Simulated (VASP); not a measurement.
Level of theory: PBE GGA, VASP's PBE PAW potentials (set 64) (plane waves; VASP 6.6.1).

VASP ran on this input.

POSCAR:
```
CdTe
3.240
  0.0000000000   1.0000000000   1.0000000000
  1.0000000000   0.0000000000   1.0000000000
  1.0000000000   1.0000000000   0.0000000000
Cd Te
1 1
Cartesian
  0.0000000000   0.0000000000   0.0000000000
  0.5000000000   0.5000000000   0.5000000000
```

### KPOINTS
```
K-points
0
gamma
5 5 5
```

**INCAR**
```
ALGO  =  Normal
EDIFF  =  1E-6
ENCUT  =  400
GGA  =  PE
ISIF  =  2
ISMEAR  =  0
LASPH  =  .True.
LCHARG  =  .False.
LMAXMIX  =  4
LREAL  =  .False.
LWAVE  =  .False.
NELM  =  100
PREC  =  Accurate
SIGMA  =  0.05
SYSTEM  =  CdTe
```

POTCAR, in this order: Cd Te (PBE.64 set). Program: vasp_std.

The resulting files:

File OUTCAR:
```
 ion  position               nearest neighbor table
   1  0.000  0.000  0.000-   2 2.81   2 2.81   2 2.81   2 2.81
   2  0.250  0.250  0.250-   1 2.81   1 2.81   1 2.81   1 2.81
  LATTYP: Found a face centered cubic cell.
 ALAT       =     6.4800000000
 Subroutine PRICEL returns:
 Original cell was already a primitive cell.
 Subroutine GETGRP returns: Found 24 space group operations
The static configuration has the point symmetry T_d .
The dynamic configuration has the point symmetry T_d .
 Subroutine INISYM returns: Found 24 space group operations
 Subroutine IBZKPT returns following result:
 Found     10 irreducible k-points:

 Following reciprocal coordinates:
            Coordinates               Weight
  0.000000  0.000000  0.000000      1.000000
  0.200000  0.000000  0.000000      8.000000
  0.400000  0.000000  0.000000      8.000000
  0.200000  0.200000  0.000000      6.000000
  0.400000  0.200000  0.000000     24.000000
 -0.400000  0.200000  0.000000     24.000000
 -0.200000  0.200000  0.000000     12.000000
  0.400000  0.400000  0.000000      6.000000
 -0.400000  0.400000  0.000000     12.000000
 -0.400000  0.400000  0.200000     24.000000
   k-points           NKPTS =     10   k-points in BZ     NKDIM =     10   number of bands    NBANDS=     13
   number of dos      NEDOS =    301   number of ions     NIONS =      2
   total plane-waves  NPLWV =  27000
   dimension x,y,z NGX =    30 NGY =   30 NGZ =   30
   dimension x,y,z NGXF=    60 NGYF=   60 NGZF=   60
   ions per type =               1   1
   PREC   = accura    normal or accurate (medium, high low for compatibility)
   ISTART =      0    job   : 0-new  1-cont  2-samecut
   ICHARG =      2    charge: 1-file 2-atom 10-const
   ISPIN  =      1    spin polarized calculation?
   LNONCOLLINEAR =      F non collinear calculations
   LSORBIT =      F    spin-orbit coupling
   INIWAV =      1    electr: 0-lowe 1-rand  2-diag
   ENCUT  =  400.0 eV  29.40 Ry    5.42 a.u.   7.47  7.47  7.47*2*pi/ulx,y,z
...
```

### OSZICAR
```
       N       E                     dE             d eps       ncg     rms          rms(c)
DAV:   1     0.879562070056E+02    0.87956E+02   -0.71727E+03   260   0.966E+02
DAV:   2    -0.159045158929E+01   -0.89547E+02   -0.86102E+02   310   0.253E+02
DAV:   3    -0.495817359213E+01   -0.33677E+01   -0.33628E+01   300   0.528E+01
DAV:   4    -0.498962390957E+01   -0.31450E-01   -0.31448E-01   380   0.441E+00
DAV:   5    -0.498969576264E+01   -0.71853E-04   -0.71853E-04   290   0.197E-01    0.586E+00
DAV:   6    -0.476994803192E+01    0.21975E+00   -0.46040E-01   295   0.900E+00    0.471E+00
DAV:   7    -0.475347920255E+01    0.16469E-01   -0.12719E-01   290   0.263E+00    0.178E+00
DAV:   8    -0.475423965215E+01   -0.76045E-03   -0.11561E-02   270   0.149E+00    0.528E-01
DAV:   9    -0.475457652355E+01   -0.33687E-03   -0.99926E-04   308   0.375E-01    0.127E-01
DAV:  10    -0.475464968000E+01   -0.73156E-04   -0.13776E-04   280   0.119E-01    0.539E-02
DAV:  11    -0.475469301640E+01   -0.43336E-04   -0.85141E-05   273   0.699E-02    0.354E-02
DAV:  12    -0.475469178810E+01    0.12283E-05   -0.34876E-06   310   0.190E-02    0.213E-02
DAV:  13    -0.475469152861E+01    0.25950E-06   -0.72700E-07   190   0.480E-03
   1 F= -.47546915E+01 E0= -.47546915E+01  d E =-.161803E-12
```

### OUTCAR
```
------------------------ aborting loop because EDIFF is reached ----------------------------------------
  FORCE on cell =-STRESS in cart. coord.  units (eV):
  Direction    XX          YY          ZZ          XY          YZ          ZX
  --------------------------------------------------------------------------------------
  Total        1.0502297      1.0502297      1.0502297      0.0000000      0.0000000     -0.0000000
  in kB       24.7360209     24.7360209     24.7360209      0.0000000      0.0000000     -0.0000000
  external PRESSURE =      24.7360209 kB  Pullay stress =       0.0000000 kB
  volume of cell :       68.02
      direct lattice vectors                 reciprocal lattice vectors
     0.000000000  3.240000000  3.240000000    -0.154320988  0.154320988  0.154320988
     3.240000000  0.000000000  3.240000000     0.154320988 -0.154320988  0.154320988
     3.240000000  3.240000000  0.000000000     0.154320988  0.154320988 -0.154320988
  FREE ENERGIE OF THE ION-ELECTRON SYSTEM (eV)
  ---------------------------------------------------
  free  energy   TOTEN  =        -4.7546915286 eV

  energy  without entropy=       -4.7546915286  energy(sigma->0) =       -4.75469153
```
(Selected blocks of OUTCAR.)

OUTCAR:
```
 val. band max:        2.3607801321   @ k =   0.0000   0.0000   0.0000

 cond. band min:       3.1275877155   @ k =   0.0000   0.0000   0.0000


 Fermi energy:         2.5961233461

 k-point     1 :       0.0000    0.0000    0.0000
  band No.  band energies     occupation
      1      -8.8138      2.00000
      2      -5.9359      2.00000
      3      -5.9359      2.00000
      4      -5.9359      2.00000
      5      -5.6758      2.00000
      6      -5.6758      2.00000
      7       2.3608      2.00000
      8       2.3608      2.00000
      9       2.3608      2.00000
     10       3.1276      0.00000
     11       6.9555      0.00000
     12       6.9555      0.00000
     13       6.9555      0.00000

 k-point     2 :       0.2000    0.0000    0.0000
  band No.  band energies     occupation
      1      -8.6757      2.00000
      2      -5.9105      2.00000
      3      -5.9105      2.00000
      4      -5.8127      2.00000
      5      -5.6767      2.00000
      6      -5.6767      2.00000
      7       0.2138      2.00000
      8       2.0526      2.00000
      9       2.0526      2.00000
     10       4.3085      0.00000
     11       7.2905      0.00000
     12       7.3912      0.00000
     13       7.3913      0.00000

 k-point     3 :       0.4000    0.0000    0.0000
  band No.  band energies     occupation
      1      -8.4541      2.00000
      2      -5.8771      2.00000
      3      -5.8771      2.00000
      4      -5.6691      2.00000
      5      -5.6691      2.00000
      6      -5.4312      2.00000
      7      -1.7431      2.00000
      8       1.6460      2.00000
      9       1.6460      2.00000
     10       4.2188      0.00000
     11       7.5661      0.00000
     12       7.5662      0.00000
     13       9.2138      0.00000

 k-point     4 :       0.2000    0.2000    0.0000
  band No.  band energies     occupation
      1      -8.6305      2.00000
      2      -5.8835      2.00000
      3      -5.8835      2.00000
...
```

Unless said otherwise, spin-orbit coupling is left out, though it shifts the bands of the heavy elements here.

The compound is CdTe in the zinc blende structure. The cell was not relaxed at this level.
